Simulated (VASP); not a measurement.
Level of theory: optB86b-vdW, VASP's PBE PAW potentials (set 64) (plane waves; VASP 6.6.1).

The input files of a VASP run:

**KPOINTS**
```
Automatic mesh
0
Gamma
5 5 8
0 0 0
```

**POSCAR**
```
TiO2
1
    4.5652611610     0.0000000000     0.0000000000
    0.0000000000     4.5652611610     0.0000000000
    0.0000000000     0.0000000000     2.9294821516
Ti O
2 4
Direct
  0.0000000000   0.0000000000   0.0000000000
  0.5000000000   0.5000000000   0.5000000000
  0.3040414863   0.3040414863   0.0000000000
  0.8040414863   0.1959585137   0.5000000000
  0.1959585137   0.8040414863   0.5000000000
  0.6959585137   0.6959585137   0.0000000000
```

**INCAR**
```
# general
SYSTEM   = TiO2
PREC     = Accurate
ENCUT    = 520
LREAL    = F
LASPH    = T

# electronic loop
EDIFF    = 1E-7
NELM     = 100
ALGO     = Normal
LMAXMIX  = 4

# smearing
ISMEAR   = 0
SIGMA    = 0.05

# functional
GGA      = MK
LUSE_VDW = T
AGGAC    = 0.0
PARAM1   = 0.1234
PARAM2   = 1.0

# ions
IBRION   = 2
NSW      = 30
ISIF     = 4
EDIFFG   = -0.01

# output
LWAVE    = F
LCHARG   = F
```

POTCAR, in this order: Ti_sv O (PBE.64 set). Program: vasp_std.

### Question
Predict the energy per atom (σ→0), band gap (on the k-mesh).

### Answer

```yaml
energy per atom (σ→0): -7043 meV/atom
band gap (on the k-mesh): 1.84 eV
```

**OSZICAR**
```
...
   3 F= -.42256449E+02 E0= -.42256449E+02  d E =-.272295E-02
       N       E                     dE             d eps       ncg     rms          rms(c)
DAV:   1    -0.422564970910E+02   -0.47937E-04   -0.71463E-03  1704   0.799E-01    0.493E-02
DAV:   2    -0.422564879753E+02    0.91157E-05   -0.27643E-04  1944   0.131E-01    0.286E-02
DAV:   3    -0.422564776094E+02    0.10366E-04   -0.31969E-05  2252   0.493E-02    0.114E-02
DAV:   4    -0.422564755953E+02    0.20141E-05   -0.99681E-06  2204   0.272E-02    0.241E-03
DAV:   5    -0.422564755924E+02    0.29013E-08   -0.67399E-07  1848   0.764E-03
   4 F= -.42256476E+02 E0= -.42256476E+02  d E =-.264484E-04
```

The compound is TiO2 in the rutile structure. This cell is one point of a volume scan, at 0.97 of the reference volume. Symmetry was kept, so distortions that lower it aren't found.
